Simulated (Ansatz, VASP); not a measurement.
# Sc in two plane-wave programs, part 2 of 2

One calculation is typed for both programs; each brings its own data sets. How far apart do they land? The cell is taken from a series of runs on this material, whose earlier steps may have relaxed, scaled, displaced or heated it; both programs get it as it stands.

VASP 6.6.1 and Ansatz 0.2.0.

So far: Starting point; VASP: zone-centre phonons, LDA, pair 1; Ansatz: zone-centre phonons, LDA, pair 1; Differences.

## (5) VASP: zone-centre phonons, LDA, pair 2

Level of this step: LDA; plane waves and PAW (Sc_sv) (VASP).

Second derivatives magnify differences that forces hide, and they need a tight electronic threshold. The cell compared in this pair holds 45.03 Å³, against 44.77 Å³ for the pair before.

Input file INCAR:

```
SYSTEM = Sc
PREC = Accurate
ENCUT = 500
EDIFF = 1E-08
NELM = 120
ISMEAR = 1
SIGMA = 0.2
LREAL = .FALSE.
ALGO = Normal
GGA = CA
NBANDS = 17
LASPH = .TRUE.
LORBIT = 11
LWAVE = .FALSE.
LCHARG = .FALSE.
ISIF = 2
IBRION = 8
GGA_COMPAT = .FALSE.
KPAR = 2
```

Input file POSCAR:

```
Sc
1.0
    3.2304488863      0.0000000000      0.0000000000
   -1.6152244432      2.7976508012      0.0000000000
    0.0000000000      0.0000000000      4.9822454060
Sc
2
Direct
    0.3333333333      0.6666666667      0.2500000000
    0.6666666667      0.3333333333      0.7500000000
```

Input file KPOINTS:

```
Automatic mesh
0
Gamma
15 15 8
0 0 0
```

The projector-augmented-wave data sets are Sc_sv (LDA family, release 64).

Started as:

```bash
$ mpirun -np 2 vasp_std
```

Numbers of over 12 decimals in the logs are rounded to 6 here.

What it wrote:

```text
[... set-up lines as in an earlier step ...]
 entering main loop
       N       E                     dE             d eps       ncg     rms          rms(c)
DAV:   1     0.358736097132E+03    0.35874E+03   -0.10736E+04  4606   0.140E+03
DAV:   2     0.538984137958E+01   -0.35335E+03   -0.34725E+03  6030   0.589E+02
DAV:   3    -0.144429487412E+02   -0.19833E+02   -0.19077E+02  7715   0.173E+02
DAV:   4    -0.147345098151E+02   -0.29156E+00   -0.28991E+00  6683   0.195E+01
[...]
DAV:  12    -0.134489563481E+02    0.39968E-08   -0.14174E-07  7073   0.451E-03    0.657E-04
DAV:  13    -0.134489563344E+02    0.13628E-07   -0.11781E-08  4214   0.107E-03    0.923E-05
DAV:  14    -0.134489563341E+02    0.30559E-09   -0.15213E-09  3856   0.845E-04
   1 F= -.13448956E+02 E0= -.13448307E+02  d E =-.194895E-02
 Linear response reoptimize wavefunctions to high precision
DAV:   1    -0.134489563343E+02   -0.13097E-09   -0.61580E-10  4014   0.483E-04
DAV:   2    -0.134489563343E+02   -0.18190E-10   -0.29247E-10  3622   0.394E-04
 Linear response DOF=           2
 Linear response progress:
[...]
RMM:  31    -0.723124487843E+00   -0.25908E-09   -0.26022E-07 50344   0.757E-03    0.890E-07
RMM:  32    -0.723124487820E+00    0.23265E-10   -0.27200E-07 50869   0.757E-03    0.955E-07
RMM:  33    -0.723124488054E+00   -0.23437E-09   -0.26326E-07 50858   0.757E-03    0.102E-06
 first order change of Fermi-energy   0.14430E-04
 force on displaced ion       1 direction 1 :  -1.577  -0.000   0.000
 Linear response progress:
  Degree of freedom:   2/  2
       N       E                     dE             d eps       ncg     rms          rms(c)
RMM:   1    -0.789991623218E+00   -0.78999E+00   -0.10152E+02  6613   0.297E+02
RMM:   2    -0.791383071455E+00   -0.13914E-02   -0.20416E-01 10612   0.541E+00    0.133E-01
RMM:   3    -0.793545347922E+00   -0.21623E-02   -0.76140E-03 11106   0.101E+00    0.465E-02
RMM:   4    -0.792637277582E+00    0.90807E-03   -0.15302E-03 13337   0.301E-01    0.175E-02
[...]
RMM:  19    -0.792388099284E+00   -0.24410E-08   -0.20478E-06 15320   0.773E-03    0.329E-06
RMM:  20    -0.792388105293E+00   -0.60086E-08   -0.20056E-06 15299   0.775E-03    0.388E-06
RMM:  21    -0.792388106979E+00   -0.16866E-08   -0.19718E-06 15737   0.774E-03    0.341E-06
 first order change of Fermi-energy   0.46053E-04
 force on displaced ion       1 direction 3 :   0.000  -0.000  -4.803
 Linear response finished
```

OUTCAR, selected parts (step 5):

```text
  Total        0.0227699      0.0227699      0.0235409     -0.0000000      0.0000000     -0.0000000
  in kB        0.8101954      0.8101954      0.8376304     -0.0000000      0.0000000     -0.0000000
  external PRESSURE =       0.8193404 kB  Pullay stress =       0.0000000 kB

 POSITION                                       TOTAL-FORCE (eV/Angst)
 -----------------------------------------------------------------------------------
     -0.00000      1.86510      1.24556        -0.000000      0.000000      0.000000
      1.61522      0.93255      3.73668         0.000000      0.000000      0.000000
 -----------------------------------------------------------------------------------
    total drift:                                0.000000     -0.000000      0.000000

[... 1 part as in an earlier step ...]

[... 1 further part left out ...]
```

## (6) Ansatz: zone-centre phonons, LDA, pair 2

The same cell, functional (in two slightly different forms), mesh and smearing now go to Ansatz, which takes its cutoff from its data sets.

The cell is taken from a series of runs on this material, whose earlier steps may have relaxed, scaled, displaced or heated it; both programs get it as it stands.

Input file input.yaml:

```yaml
crystal:
  lattice:
    - [3.2304488863, 0.0, 0.0]
    - [-1.6152244432, 2.7976508012, 0.0]
    - [0.0, 0.0, 4.982245406]
  atoms:
    - { symbol: Sc, position: [0.3333333333, 0.6666666667, 0.25] }
    - { symbol: Sc, position: [0.6666666667, 0.3333333333, 0.75] }
kpoints:
  mp_grid: { grid: [15, 15, 8] }
hamiltonian:
  xc: lda
  pseudopotentials: { kind: paw, azcp: { folder: soft_1 }, xc_functional: pbe }
scf:
  occupations: { method: methfessel_paxton, width: 0.2 }
output:
  eigenvalues: true
phonons:
  method: dfpt
```

Started as:

```bash
$ ansatz run input.yaml --threads 4 --pin off --max-ram 10240MiB --backend cpu --events-out ev --progress --plain --runs-dir out
```

What it wrote:

```text
[...]
Crystal: 2 atoms, lattice volume = 45.028 Å³
Basis set: ecut = 420 eV, 905 PW (Γ), exchange–correlation on 48×48×72 points (8 copies of the dense FFT grid, shifted against one another)
Bands: 15, of which v1, the nominal top of the filled ones, is band 11 counted from 1 (10 counted from 0)
Symmetry: 24 space group operations
k-points: 320 of 1800 (irreducible under 4 space group operations, time reversal used)
[...]
k-point 1: bands = [... 7 lower, -17.4041, 4.7889, 8.0353, 10.7949, 11.4604, 11.4604, 11.8169, 11.9735]
  k-point 2: bands = [... 7 lower, -17.4393, 5.1304, 7.6721, 10.6505, 11.3659, 11.3659, 11.5927, 11.7852]
  k-point 319: bands = [... 7 lower, -17.4924, 8.5079, 8.5079, 10.0608, 10.0608, 10.6854, 10.6854, 12.2643]
[...]
ASR residual: 8.010e-5 → 0.000e0 eV/Å²; symmetrization residual: 2.437e-10 eV/Å²
  ASR residual per site (eV/Å²): 8.01e-5 8.01e-5
  Γ frequencies (cm⁻¹): 0.00 0.00 0.00 137.46 137.46 239.99
[...]
[key lines of the parts left out:]
SCF converged after 8 iterations
Free energy (F): -4178.028237 eV
Fermi energy:    9.895563 eV
```

## (7) Comparison

Compared:

```tsv
quantity	Ansatz	VASP	difference
optical mode 1 to 2 (cm⁻¹)	137.5	138.1	-0.49 %
optical mode 3 (cm⁻¹)	240.0	241.0	-0.44 %
```

Modes are paired by rising frequency, not by their patterns, so a pair may set unlike modes beside each other; they are those without the splitting of longitudinal modes.

## (8) Results

```json
{
  "r.m.s. difference of the optical zone-centre modes, each program's sorted by frequency (zone-centre phonons, LDA, pair 1)": "0.86 cm⁻¹",
  "difference in optical mode 1 to 2 (zone-centre phonons, LDA, pair 1)": "-0.5 %",
  "r.m.s. difference of the optical zone-centre modes, each program's sorted by frequency (zone-centre phonons, LDA, pair 2)": "0.83 cm⁻¹"
}
```

In words: The r.m.s. difference of the optical zone-centre modes, each program's sorted by frequency is 0.86 cm⁻¹ (zone-centre phonons, LDA, pair 1). Among the rows given in per cent, the largest difference of the zone-centre phonons, LDA, pair 1 pair is in optical mode 1 to 2, -0.5 %. Such differences can come from data sets, numerical settings and the points named under the comparisons, not from the functional's error against experiment.

[Lines on the potential files, build, host, timing and source positions are cut from VASP's logs without a mark.]

[Logs are printed without paths, hosts, clocks, repeated set-up lines and the standing remarks that a program may print on its own settings, such as how far it seeks lower states.]

[Hosts, paths, dates, database ids (printed as entryN), source tags and the programs' standing remarks are cut or masked in the printed files.]
